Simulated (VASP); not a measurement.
An input for Ansatz (written as the equivalent of a VASP run, and not itself run):

Ansatz 0.2 input:
```yaml
crystal:
  lattice:
    - [3.1313380, 0.0000000, 0.0000000]
    - [-1.5656690, 2.7118190, 0.0000000]
    - [0.0000000, 0.0000000, 10.2511990]
  atoms:
    - { symbol: Si, position: [0.0000000, 0.0000000, 0.0000000] }
    - { symbol: Si, position: [0.0000000, 0.0000000, 0.5000000] }
    - { symbol: Si, position: [0.6666670, 0.3333330, 0.7501800] }
    - { symbol: Si, position: [0.3333330, 0.6666670, 0.2501800] }
    - { symbol: C, position: [0.0000000, 0.0000000, 0.8121600] }
    - { symbol: C, position: [0.0000000, 0.0000000, 0.3121600] }
    - { symbol: C, position: [0.6666670, 0.3333330, 0.5632900] }
    - { symbol: C, position: [0.3333330, 0.6666670, 0.0632900] }
kpoints:
  mp_grid: { grid: [4, 4, 4] }
hamiltonian:
  xc: lda
  pseudopotentials: { kind: paw }
scf:
  occupations: { method: fermi_dirac, width: 0.1 }
  max_iter: 100
output: { forces: true, stress: true, eigenvalues: true }
```

**Question.** Write the VASP files for the same calculation (LDA).

**Answer.** This is not unique; one that fits is 
### POSCAR
```
SiC
1
    3.1313380000     0.0000000000     0.0000000000
   -1.5656690000     2.7118190000     0.0000000000
    0.0000000000     0.0000000000    10.2511990000
Si C
4 4
Direct
  0.0000000000   0.0000000000   0.0000000000
  0.0000000000   0.0000000000   0.5000000000
  0.6666670000   0.3333330000   0.7501800000
  0.3333330000   0.6666670000   0.2501800000
  0.0000000000   0.0000000000   0.8121600000
  0.0000000000   0.0000000000   0.3121600000
  0.6666670000   0.3333330000   0.5632900000
  0.3333330000   0.6666670000   0.0632900000
```

File KPOINTS:
```
Automatic mesh
0
Gamma
4 4 4
0 0 0
```

INCAR:
```
ALGO=Normal
EDIFF=1E-6
ENCUT=400
ISIF=2
ISMEAR=-1
LASPH=.True.
LCHARG=.False.
LREAL=.False.
LWAVE=.False.
NELM=100
PREC=Accurate
SIGMA=0.1
SYSTEM=SiC
```

POTCAR, in this order: Si C (LDA.64 set). Program: vasp_std.

What does not carry over: each code has its own PAW files, so the cut-off isn't converted (ENCUT is set for VASP's; basis.ecutwfc is left out, and Ansatz then takes the one that its files recommend); Ansatz stops its SCF on the density residual and VASP on the energy change (EDIFF); Ansatz's lda is the Perdew-Wang form, while the LDA potentials of VASP carry Perdew-Zunger's.

The structure was generated: SiC was put into an ordered model structure, which need not be its known phase. The cell was not relaxed at this level. The k-mesh is coarse (spacing up to 0.58 per Å, 2π included), so the numbers may not be converged in it. The run is one of a series of settings (GGA removed, KPOINTS 4×4×4 Γ-centred mesh, POTCAR Si C (LDA.64 set) against the base run), some of them coarse on purpose.
